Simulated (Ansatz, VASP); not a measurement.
**Be (Beryllium): VASP beside Ansatz**

Wanted: the spread between two codes on one cell, functional and k mesh. The cell is taken from a series of runs on this material, whose earlier steps may have relaxed, scaled, displaced or heated it; both programs get it as it stands.

Program: Ansatz 0.2.0. Level of theory: plane waves, with VASP 6.6.1 beside it; zone-centre phonons at PBEsol. Results are calculated unless marked as measured.

## 1. Set-up

Symmetry: P6_3/mmc, No. 194, hexagonal system. The conventional cell has a = 2.257 Å, b = 2.257 Å, c = 3.553 Å, α = 90.00°, β = 90.00°, γ = 120.00°. Nearest to Be lie 12 Be at 2.20 to 2.26 Å.

## 2. Ansatz: zone-centre phonons, PBEsol, pair 1

Ansatz runs on its PAW soft_1 files.

Second derivatives magnify differences that forces hide, and they need a tight electronic threshold.

Input file input.yaml:

```yaml
crystal:
  lattice:
    - [2.2567879532, 0.0, 0.0]
    - [-1.1283939766, 1.9544356984, 0.0]
    - [0.0, 0.0, 3.5526536129]
  atoms:
    - { symbol: Be, position: [0.3333333333, 0.6666666667, 0.25] }
    - { symbol: Be, position: [0.6666666667, 0.3333333333, 0.75] }
kpoints:
  mp_grid: { grid: [24, 24, 12] }
hamiltonian:
  xc: pbesol
  pseudopotentials: { kind: paw, azcp: { folder: soft_1 }, xc_functional: pbe }
scf:
  occupations: { method: methfessel_paxton, width: 0.2 }
output:
  eigenvalues: true
phonons:
  method: dfpt
```

On the command line:

```
> ansatz run input.yaml --threads 4 --pin off --max-ram 10240MiB --backend cpu --events-out ev --progress --plain --runs-dir out
```

Numbers of over 12 decimals in the logs are rounded to 6 here.

Log:

```text
zone centre: on kpoints.mp_grid the ground state, and the responses unless they are solved on pairs of k-points, stand on 1099 of the mesh's 6912 k-points, reduced under 4 symmetry operations, with k and −k counted as one. Each operation leaves every solved displacement unchanged or reverses it
Engine: ansatz 0.2.0, aarch64-unknown-linux-gnu
Pseudopotentials: kind: paw
Pseudopotential: Be, paw, valence charge 2, recommended cutoff 420 eV (normal), soft_1/Be.paw.azcp
Functional definition: PBEsol
  exchange = pbesol_x
  correlation = pbesol_c
Crystal: 2 atoms, lattice volume = 15.670 Å³
Basis set: ecut = 420 eV, 311 PW (Γ), exchange–correlation on 32×32×48 points (8 copies of the dense FFT grid, shifted against one another)
Bands: 6, of which v1, the nominal top of the filled ones, is band 2 counted from 1 (1 counted from 0)
Symmetry: 24 space group operations
k-points: 1099 of 6912 (irreducible under 4 space group operations, time reversal used)
Non-local potential: Be, projectors of the file, l = 0: 2, l = 1: 2, l = 2: 1
PAW form: soft (Blöchl's): semilocal exchange-correlation on the pseudo side does not see the compensation charge
PAW frozen core: Be, regenerated for the run's functional, and the local potential with it (the file was generated under x = pbe(κ = 0.804, μ = 0.219515), c = pbe(β = 0.066725))
PAW one-centre angular grid: Be, 110 points (default); XC on 64 Gauss nodes
Initial density: superposition of atomic densities (chi_scale 0.1, normalization cell)
Initial wavefunctions: pseudopotential atomic-orbital guess
Functional: x = pbesol(κ = 0.804, μ = 0.123457), c = pbesol(β = 0.046)
SCF iter   1: F=—  HF=-180.716709 eV  |F-HF|=—  |Δ(HF+E_count)|=         —  Δρ=1.44e-2  dr2=2.36e-2  ethr=3.10e-3  ⟨swp⟩=4.5  Hψ=53736  notcnv=0
preconditioner: auto → none  [metal: Δε(μ)=0.042 eV  Ē_g=12.964 eV  σ=0.200 eV  W_gap=0.18  n_scr=2 (ndim 8)  ℏωp=18.8 eV  f_vac=0.000  D(μ)=0.22/eV (n_scr^D=0)  sad-step TF]
SCF iter   2: F=—  HF=-180.702673 eV  |F-HF|=—  |Δ(HF+E_count)|=   1.40e-2  S|Δr|=    0.00e0  Δρ=8.72e-3  dr2=8.93e-3  ethr=5.90e-4  ⟨swp⟩=1.0  Hψ=15386  notcnv=0
SCF iter   3: F=—  HF=-180.698853 eV  |F-HF|=—  |Δ(HF+E_count)|=   3.82e-3  S|Δr|=    0.00e0  Δρ=4.50e-4  dr2=2.69e-5  ethr=2.23e-4  ⟨swp⟩=1.0  Hψ=6594  notcnv=0
SCF iter   4: F=—  HF=-180.698840 eV  |F-HF|=—  |Δ(HF+E_count)|=   1.32e-5  S|Δr|=    0.00e0  Δρ=3.05e-5  dr2=9.48e-8  ethr=6.72e-7  ⟨swp⟩=1.0  Hψ=6613  notcnv=0
SCF iter   5: F=—  HF=-180.698840 eV  |F-HF|=—  |Δ(HF+E_count)|=   7.58e-8  S|Δr|=    0.00e0  Δρ=6.08e-6  dr2=3.71e-9  ethr=2.37e-9  ⟨swp⟩=1.9  Hψ=8219  notcnv=0
SCF iter   6: F=-180.698840 eV  HF=-180.698840 eV  |F-HF|=1.48e-12  |Δ(HF+E_count)|=   1.54e-9  S|Δr|=    0.00e0  Δρ=1.99e-7  dr2=4.97e-12  ethr=1.00e-12  ⟨swp⟩=4.0  Hψ=23140  notcnv=0
SCF 1 converged in 6 iterations: F = -180.698840 eV  dr2 = 4.97e-12
  greatest PAW one-centre occupation: 0.359 electrons in one spin orbital (limit 2), on the Be atom at site 1 (counted from 0), in its partial waves of l = 0
DFPT response loops at Γ: preconditioner auto → Kerker (q_TF=auto, 2.173 Å⁻¹) (partly filled bands, converged f_vac=0.000); β = 1.00, the filter's whole step (`scf.mixing.beta` (0.50) is not read by the response loops under this deck's `scf.mixing.preconditioner`; to damp them name `kerker` or `kerker_dos`, under which they read `scf.mixing.beta`, and type it under 1.00, their step now; both keys bind the ground state too); Broyden in place of MSR1
SCF converged after 6 iterations
Stability not checked: this state was not tested for a lower state beside it, because cold or Methfessel-Paxton smearing, or corrected tetrahedra, fill the levels in a way that the test cannot read (fill_not_monotonic; see scf.lower_state_search)
Free energy (F): -180.698840 eV
Harris-Foulkes:  -180.698840 eV  (|F-HF|=1.48e-12)
Internal energy: -180.698354 eV  (E = F + TS)
E sigma→0 (E₀):  -180.698718 eV
Entropy (-TS):   -0.000486 eV (-0.243 meV/atom)
Fermi energy:    8.146482 eV
--- Per-component energies (eV) ---
  E_band       = 12.393380
  E_kinetic    = 42.983678
  E_local      = 6.424907  (includes V_loc(G=0)·N_el)
  E_nonlocal   = 7.557306
  E_hartree    = 0.077983
  E_xc         = -40.718917
  E_vxc        = -41.736581  (∫ρ·V_xc dr)
  E_paw        = -113.301606  (= ΣΔE_a)
  E_vpaw       = -2.991892  (= ΣTr[D̂ρ^β])
  E_aug_tail   = -0.000001  (compensation charges beyond the density's cutoff)
  E_ewald      = -83.740764
  E_core_change = 0.019063  (= ΣΔE_core)
  E_smearing   = -0.000486  (= −TS)
  E_closure    = 0.000000  (closes the sum)
  Σ components = -180.698840   (vs F -180.698840, Δ=0.00e0)
--- Band table (eV; the first three rows and the last of 1099) ---
  k-point 0: bands = ["-3.2003", "3.6999", "9.3400", "24.2800", "24.2800", "27.1490"]
  k-point 1: bands = ["-3.1401", "3.3418", "9.8397", "24.3355", "24.3355", "27.1304"]
  k-point 2: bands = ["-2.9594", "2.5176", "11.0867", "24.4991", "24.4991", "27.0644"]
  k-point 1098: bands = ["4.2523", "4.2523", "11.7542", "11.7542", "15.7882", "15.7882"]
--- Phonons (Γ-DFPT): 2 representative perturbations + reference, on 1099 of 6912 k-points (Σ response iterations 6) ---
  k mesh reduced under 4 symmetry operations, with k and −k counted as one. Each operation leaves every solved displacement unchanged or reverses it
  ASR residual: 7.067e-5 → 0.000e0 eV/Å²; symmetrization residual: 7.105e-15 eV/Å²
  ASR residual per site (eV/Å²): 7.07e-5 7.07e-5
  Γ frequencies (cm⁻¹): 0.00 0.00 0.00 465.95 465.95 701.81
  non-analytic LO–TO correction: not included (Born effective charges unavailable; polar crystals: no LO–TO splitting at Γ)
```

## 3. VASP: zone-centre phonons, PBEsol, pair 1

The same cell, functional, mesh and smearing now go to VASP, with its own data sets.

Lines of VASP's logs that name or quote its potential files are left out, and so is its time.

Input file INCAR:

```
SYSTEM = Be
PREC = Accurate
ENCUT = 600
EDIFF = 1E-08
NELM = 120
ISMEAR = 1
SIGMA = 0.2
LREAL = .FALSE.
ALGO = Normal
GGA = PS
NBANDS = 8
LORBIT = 11
LWAVE = .FALSE.
LCHARG = .FALSE.
ISIF = 2
IBRION = 8
LASPH = .TRUE.
GGA_COMPAT = .FALSE.
KPAR = 2
```

Input file POSCAR:

```
Be
1.0
    2.2567879532      0.0000000000      0.0000000000
   -1.1283939766      1.9544356984      0.0000000000
    0.0000000000      0.0000000000      3.5526536129
Be
2
Direct
    0.3333333333      0.6666666667      0.2500000000
    0.6666666667      0.3333333333      0.7500000000
```

Input file KPOINTS:

```
Automatic mesh
0
Gamma
24 24 12
0 0 0
```

Potentials, in the order of the species: Be (PBE family, release 64).

On the command line:

```
> mpirun -np 2 vasp_std
```

Log:

```text
[banner, memory and clock lines left out]
running    2 mpi-ranks, on    1 nodes
 distrk:  each k-point on    1 cores,    2 groups
 distr:  one band on    1 cores,    1 groups

 POSCAR found type information on POSCAR Be
 POSCAR found :  1 types and       2 ions
|                                                                             |
|               ----> ADVICE to this user running VASP <----                  |
|                                                                             |
|     You enforced a specific xc type in the INCAR file but a different       |
|     [... a line on the potential file left out ...]
|     I HOPE YOU KNOW WHAT YOU ARE DOING!                                     |
|                                                                             |

 LDA part: xc-table for (Slater+PW92), standard interpolation
 POSCAR, INCAR and KPOINTS ok, starting setup
 FFT: planning ... GRIDC
 FFT: planning ... GRID_SOFT
 FFT: planning ... GRID
 WAVECAR not read
 entering main loop
       N       E                     dE             d eps       ncg     rms          rms(c)
DAV:   1    -0.327020914889E+01   -0.32702E+01   -0.19327E+03  6896   0.461E+02
DAV:   2    -0.800798754237E+01   -0.47378E+01   -0.46153E+01 10920   0.558E+01
DAV:   3    -0.802766712688E+01   -0.19680E-01   -0.19225E-01  7432   0.302E+00
DAV:   4    -0.802769306357E+01   -0.25937E-04   -0.25919E-04 10128   0.902E-02
DAV:   5    -0.802769306689E+01   -0.33173E-08   -0.33488E-08  7464   0.600E-04    0.125E+00
DAV:   6    -0.800422898569E+01    0.23464E-01   -0.26891E-03  7184   0.581E-01    0.763E-01
DAV:   7    -0.799443177714E+01    0.97972E-02   -0.38005E-03  7688   0.598E-01    0.147E-02
DAV:   8    -0.799442963627E+01    0.21409E-05   -0.12234E-05  7696   0.281E-02    0.621E-03
DAV:   9    -0.799443031088E+01   -0.67461E-06   -0.45506E-07  8848   0.494E-03    0.467E-04
DAV:  10    -0.799443030255E+01    0.83250E-08   -0.35417E-10  7448   0.142E-04
   1 F= -.79944303E+01 E0= -.79942679E+01  d E =-.487272E-03
 Linear response reoptimize wavefunctions to high precision
DAV:   1    -0.799443029426E+01    0.82951E-08   -0.99412E-11  7272   0.876E-05
DAV:   2    -0.799443029426E+01   -0.17053E-12   -0.15635E-12  3696   0.107E-05
 Linear response DOF=           2
 Linear response progress:
  Degree of freedom:   1/  2
       N       E                     dE             d eps       ncg     rms          rms(c)
RMM:   1    -0.664578837590E-02   -0.66458E-02   -0.23756E-03 71386   0.281E-01
RMM:   2    -0.663980184438E-02    0.59865E-05   -0.25906E-05 51053   0.295E-02    0.234E-02
RMM:   3    -0.664336699404E-02   -0.35651E-05   -0.70878E-07 51302   0.516E-03    0.139E-02
RMM:   4    -0.666543743411E-02   -0.22070E-04   -0.14219E-06 51606   0.717E-03    0.300E-04
RMM:   5    -0.666536777743E-02    0.69657E-07   -0.12131E-09 52234   0.339E-04    0.115E-04
RMM:   6    -0.666532809326E-02    0.39684E-07   -0.14547E-11 51921   0.464E-05    0.402E-06
RMM:   7    -0.666532100817E-02    0.70851E-08    0.15756E-10 48608   0.298E-06    0.183E-06
 first order change of Fermi-energy   0.18495E-05
 force on displaced ion       1 direction 1 :  -3.603   0.000   0.000
 Linear response progress:
  Degree of freedom:   2/  2
       N       E                     dE             d eps       ncg     rms          rms(c)
RMM:   1    -0.167608127561E-01   -0.16761E-01    0.29523E-02 25152   0.657E-01
RMM:   2    -0.148870791486E-01    0.18737E-02    0.39188E-03 16190   0.901E-02    0.105E-01
RMM:   3    -0.146123231856E-01    0.27476E-03    0.10910E-03 15977   0.907E-02    0.393E-02
RMM:   4    -0.148481063529E-01   -0.23578E-03    0.16875E-04 16409   0.516E-02    0.410E-03
RMM:   5    -0.148798130403E-01   -0.31707E-04   -0.33712E-05 17038   0.379E-03    0.575E-04
RMM:   6    -0.148778895814E-01    0.19235E-05   -0.64844E-06 16885   0.370E-04    0.721E-05
RMM:   7    -0.148771193856E-01    0.77020E-06   -0.13456E-06 17366   0.406E-05    0.173E-05
RMM:   8    -0.148770416788E-01    0.77707E-07   -0.51612E-08 16563   0.144E-05    0.697E-07
RMM:   9    -0.148770380834E-01    0.35954E-08   -0.10584E-08 16220   0.181E-06    0.240E-07
 first order change of Fermi-energy   0.50017E-05
 force on displaced ion       1 direction 3 :  -0.000   0.000  -8.323
 Linear response finished
```

From OUTCAR (step 3):

```text
ion  position               nearest neighbor table
   1  0.333  0.667  0.250-   2 2.20   2 2.20   2 2.20   2 2.20   2 2.20   2 2.20
   2  0.667  0.333  0.750-   1 2.20   1 2.20   1 2.20   1 2.20   1 2.20   1 2.20

  LATTYP: Found a hexagonal cell.
 ALAT       =     2.2567879532
 C/A-ratio  =     1.5742079835

 Subroutine GETGRP returns: Found 24 space group operations
 (whereof 12 operations were pure point group operations)

The static configuration has the point symmetry D_3d.
 The point group associated with its full space group is D_6h.

 Found    427 irreducible k-points:

   k-points           NKPTS =    427   k-points in BZ     NKDIM =    427   number of bands    NBANDS=      8

   dimension x,y,z NGX =    18 NGY =   18 NGZ =   28
   dimension x,y,z NGXF=    36 NGYF=   36 NGZF=   56

   ENCUT  =  600.0 eV  44.10 Ry    6.64 a.u.   4.51  4.51  7.10*2*pi/ulx,y,z

   NELECT =       4.0000    total number of electrons

 k-points in reciprocal lattice and weights: Automatic mesh
   0.00000000  0.00000000  0.00000000       0.000
   0.04166667  0.00000000  0.00000000       0.001
   0.08333333  0.00000000  0.00000000       0.001
   0.12500000  0.00000000  0.00000000       0.001
   0.16666667  0.00000000  0.00000000       0.001
   0.20833333  0.00000000  0.00000000       0.001
   0.25000000  0.00000000  0.00000000       0.001
   0.29166667  0.00000000  0.00000000       0.001
   0.33333333  0.00000000  0.00000000       0.001
[...]
0.33333333  0.29166667  0.50000000       0.002
   0.33333333  0.33333333  0.50000000       0.000

 average (electrostatic) potential at core
       1 -32.7338       2 -32.7338

  Total        0.0389966      0.0389966      0.0467238      0.0000000     -0.0000000      0.0000000
  in kB        3.9872443      3.9872443      4.7773110      0.0000000     -0.0000000      0.0000000
  external PRESSURE =       4.2505998 kB  Pullay stress =       0.0000000 kB

  energy-cutoff  :      600.00
  volume of cell :       15.67
      direct lattice vectors                 reciprocal lattice vectors
     2.256787953  0.000000000  0.000000000     0.443107647  0.255828319  0.000000000
    -1.128393977  1.954435698  0.000000000     0.000000000  0.511656639  0.000000000
     0.000000000  0.000000000  3.552653613     0.000000000  0.000000000  0.281479736

 POSITION                                       TOTAL-FORCE (eV/Angst)
 -----------------------------------------------------------------------------------
     -0.00000      1.30296      0.88816        -0.000000      0.000000      0.000000
      1.12839      0.65148      2.66449         0.000000     -0.000000      0.000000
 -----------------------------------------------------------------------------------
    total drift:                                0.000000     -0.000000      0.000000

 Eigenvectors and eigenvalues of the dynamical matrix
 ----------------------------------------------------

   1 f  =   21.246288 THz   133.494366 2PiTHz  708.699893 cm-1    87.867549 meV
             X         Y         Z           dx          dy          dz
     -0.000000  1.302957  0.888163    -0.000000    0.000000   -0.707107
      1.128394  0.651479  2.664490     0.000000    0.000000    0.707107

   2 f  =   13.977860 THz    87.825485 2PiTHz  466.251224 cm-1    57.807758 meV
             X         Y         Z           dx          dy          dz
     -0.000000  1.302957  0.888163     0.707107   -0.000000   -0.000000
      1.128394  0.651479  2.664490    -0.707107   -0.000000    0.000000

   3 f  =   13.977860 THz    87.825485 2PiTHz  466.251224 cm-1    57.807758 meV
             X         Y         Z           dx          dy          dz
     -0.000000  1.302957  0.888163    -0.000000   -0.707107   -0.000000
      1.128394  0.651479  2.664490    -0.000000    0.707107    0.000000

   4 f  =    0.000000 THz     0.000001 2PiTHz    0.000007 cm-1     0.000001 meV
             X         Y         Z           dx          dy          dz
     -0.000000  1.302957  0.888163    -0.596017   -0.380478   -0.000000
      1.128394  0.651479  2.664490    -0.596017   -0.380478    0.000000

   5 f  =    0.000000 THz     0.000000 2PiTHz    0.000000 cm-1     0.000000 meV
             X         Y         Z           dx          dy          dz
     -0.000000  1.302957  0.888163     0.000000   -0.000000    0.707107
      1.128394  0.651479  2.664490    -0.000000    0.000000    0.707107

   6 f/i=    0.000000 THz     0.000001 2PiTHz    0.000007 cm-1     0.000001 meV
             X         Y         Z           dx          dy          dz
     -0.000000  1.302957  0.888163    -0.380478    0.596017    0.000000
      1.128394  0.651479  2.664490    -0.380478    0.596017    0.000000

 ELASTIC MODULI CONTR FROM IONIC RELAXATION (kBar)
 Direction    XX          YY          ZZ          XY          YZ          ZX
 --------------------------------------------------------------------------------
 XX        -243.6635    243.6635     -0.0000     -0.0000      0.0000      0.0000
 YY         243.6635   -243.6635      0.0000      0.0000      0.0000      0.0000
 ZZ          -0.0000      0.0000     -0.0000     -0.0000      0.0000      0.0000
 XY          -0.0000      0.0000     -0.0000   -243.6635      0.0000      0.0000
 YZ           0.0000      0.0000      0.0000      0.0000      0.0000      0.0000
 ZX           0.0000      0.0000      0.0000      0.0000      0.0000      0.0000
 --------------------------------------------------------------------------------
```

## 4. Side by side

Known differences besides the potentials themselves: the cutoff is 420 eV in Ansatz and 600 eV in VASP; Ansatz makes its cores anew for this functional, VASP keeps those of its PBE data sets. Total energies have different zeros and are not compared.

Compared:

```tsv
quantity	Ansatz	VASP	difference
optical mode 1 to 2 (cm⁻¹)	465.9	466.3	-0.06 %
optical mode 3 (cm⁻¹)	701.8	708.7	-0.97 %
```

Modes are paired by rising frequency, not by their patterns, so a pair may set unlike modes beside each other; they are those without the splitting of longitudinal modes.

(Continued in part 2 of 2.)

[Lines on the potential files, build, host, timing and source positions are cut from VASP's logs without a mark.]

[Logs are printed without paths, hosts, clocks, repeated set-up lines and the standing remarks that a program may print on its own settings, such as how far it seeks lower states.]

[Hosts, paths, dates, database ids (printed as entryN), source tags and the programs' standing remarks are cut or masked in the printed files.]
